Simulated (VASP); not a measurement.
Computed with AM05 GGA, VASP's PBE PAW potentials (set 64) (plane waves; VASP).

VASP input:

File KPOINTS:
```
Automatic mesh
0
gamma
 10 10 10
```

**INCAR**
```
EDIFF=1E-6   # SCF stop (eV)
IBRION=2   # conjugate gradients
LCHARG=.False.
ISMEAR=1   # Methfessel-Paxton
NSW=60
ISIF=3
SYSTEM=Ge
LASPH=.True.
SIGMA=0.1
LMAXMIX=4   # l cut-off of mixed one-centre charges
EDIFFG=-0.01
LREAL=.False.   # projection in real space or not
ENCUT=520   # plane-wave cut-off (eV)
GGA=AM
NELM=100
LWAVE=.False.
ALGO=Normal
PREC=Accurate
```

File POSCAR:
```
Ge
1.0
  0.0000000000   2.8420477375   2.8420477375
  2.8420477375   0.0000000000   2.8420477375
  2.8420477375   2.8420477375   0.0000000000
Ge
2
Cartesian
  0.0000000000   0.0000000000   0.0000000000
  1.4210238688   1.4210238688   1.4210238688
```

POTCAR, in this order: Ge_d (PBE.64 set). Program: vasp_std.

The resulting files:

File OSZICAR:
```
       N       E                     dE             d eps       ncg     rms          rms(c)
DAV:   1     0.160618639550E+03    0.16062E+03   -0.15491E+04  1726   0.422E+03
DAV:   2     0.111816314524E+02   -0.14944E+03   -0.14674E+03  1700   0.537E+02
DAV:   3    -0.884287592961E+01   -0.20025E+02   -0.19805E+02  1862   0.146E+02
DAV:   4    -0.949542231764E+01   -0.65255E+00   -0.64854E+00  1912   0.302E+01
DAV:   5    -0.950650400520E+01   -0.11082E-01   -0.11081E-01  1904   0.410E+00    0.323E+00
DAV:   6    -0.942927726309E+01    0.77227E-01   -0.29882E-02  2064   0.236E+00    0.189E+00
DAV:   7    -0.938928775842E+01    0.39990E-01   -0.63776E-02  1756   0.275E+00    0.166E-01
DAV:   8    -0.939158408514E+01   -0.22963E-02   -0.94829E-03  2002   0.160E+00    0.461E-02
DAV:   9    -0.939169767727E+01   -0.11359E-03   -0.57619E-04  2068   0.468E-01    0.237E-02
DAV:  10    -0.939176846962E+01   -0.70792E-04   -0.13296E-04  1816   0.728E-02    0.663E-03
DAV:  11    -0.939177029551E+01   -0.18259E-05   -0.70930E-06  1830   0.397E-02    0.248E-03
DAV:  12    -0.939177064364E+01   -0.34813E-06   -0.12800E-06  1368   0.123E-02
   1 F= -.93917706E+01 E0= -.93917841E+01  d E =-.939177E+01
       N       E                     dE             d eps       ncg     rms          rms(c)
DAV:   1    -0.939772816310E+01   -0.59579E-02   -0.83163E-02  2234   0.600E+00    0.452E-01
DAV:   2    -0.939335326265E+01    0.43749E-02   -0.61860E-03  2196   0.166E+00    0.224E-01
DAV:   3    -0.939197243484E+01    0.13808E-02   -0.23170E-03  2226   0.895E-01    0.544E-02
DAV:   4    -0.939187770679E+01    0.94728E-04   -0.27386E-04  2166   0.349E-01    0.115E-02
DAV:   5    -0.939187527780E+01    0.24290E-05   -0.20529E-05  1982   0.899E-02    0.820E-03
DAV:   6    -0.939187550787E+01   -0.23007E-06   -0.13766E-06   992   0.249E-02
   2 F= -.93918755E+01 E0= -.93918836E+01  d E =-.104864E-03
```

File OUTCAR:
```
------------------------ aborting loop because EDIFF is reached ----------------------------------------
  FORCE on cell =-STRESS in cart. coord.  units (eV):
  Direction    XX          YY          ZZ          XY          YZ          ZX
  --------------------------------------------------------------------------------------
  Total        0.0169307      0.0169307      0.0169307      0.0000000      0.0000000     -0.0000000
  in kB        0.5934093      0.5934093      0.5934093      0.0000000      0.0000000     -0.0000000
  external PRESSURE =       0.5934093 kB  Pullay stress =       0.0000000 kB
  volume of cell :       45.71
      direct lattice vectors                 reciprocal lattice vectors
    -0.000000000  2.837918924  2.837918924    -0.176185442  0.176185442  0.176185442
     2.837918924  0.000000000  2.837918924     0.176185442 -0.176185442  0.176185442
     2.837918924  2.837918924  0.000000000     0.176185442  0.176185442 -0.176185442
 POSITION                                       TOTAL-FORCE (eV/Angst)
 -----------------------------------------------------------------------------------
      2.83792      2.83792      0.00000        -0.000000      0.000000      0.000000
      1.41896      1.41896      1.41896         0.000000     -0.000000     -0.000000
 -----------------------------------------------------------------------------------
    total drift:                                0.000000      0.000000      0.000000
  FREE ENERGIE OF THE ION-ELECTRON SYSTEM (eV)
  ---------------------------------------------------
  free  energy   TOTEN  =        -9.3918755079 eV

  energy  without entropy=       -9.3918998812  energy(sigma->0) =       -9.39188363

 reached required accuracy - stopping structural energy minimisation
```
(Selected blocks of OUTCAR.)

**CONTCAR**
```
Ge
   1.00000000000000
    -0.0000000000000000    2.8379189235183713    2.8379189235183713
     2.8379189235183713    0.0000000000000000    2.8379189235183713
     2.8379189235183713    2.8379189235183713    0.0000000000000000
  Ge
     2
Direct
     0.0000000000000000    0.0000000000000000    1.0000000000000000
     0.2500000000000000    0.2500000000000000    0.2500000000000000
```

The compound is Ge in the diamond structure. This run relaxes it. Symmetry was kept, so distortions that lower it aren't found. The start is the result of an earlier pass.
